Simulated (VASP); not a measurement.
Given:

```
HfN
1.0
    0.00000     2.25366     2.25366
    2.25366     0.00000     2.25366
    2.25366     2.25366     0.00000
Hf N
1 1
Direct
  0.00000   0.00000   0.00000
  0.50000   0.50000   0.50000
```

The numbers are results of PBE GGA, VASP's PBE PAW potentials (set 64) (plane waves; VASP 6.6.1), not measurements. Numerical set-up: 620 eV cut-off, 14×14×14 Γ-centred mesh, first-order Methfessel-Paxton smearing of 0.10 eV, potentials Hf_pv N.

Problem. The ions, cell shape and volume at an external pressure of 10.0 GPa are relaxed. Which structure does the run end with?

Solution. 
```
HfN
1.0
    0.00000     2.24129     2.24129
    2.24129     0.00000     2.24129
    2.24129     2.24129     0.00000
Hf N
1 1
Direct
  0.00000   0.00000   0.00000
  0.50000   0.50000   0.50000
```
Space group Fm-3m (225), at a tolerance of 0.03 Å.

Problem. How do energy and volume change from the first to the last step?

Solution. The energy (σ→0) changes by +8.7 meV/atom and the volume by -1.6 %, in 3 ionic steps.

| step | E(σ→0) (eV) | max force (eV/Å) | pressure (GPa) | volume (Å³) |
|---|---|---|---|---|
| 1 | -21.7495 | 0.000 | 4.95 | 22.89 |
| 2 | -21.6531 | 0.000 | 22.18 | 21.72 |
| 3 | -21.7322 | 0.000 | 9.95 | 22.52 |

The compound is HfN in the rock salt structure. This run relaxes it under an external pressure of 10 GPa. Symmetry was kept, so distortions that lower it aren't found. The electron count is odd and the run is not spin-polarised, which forces a metal.
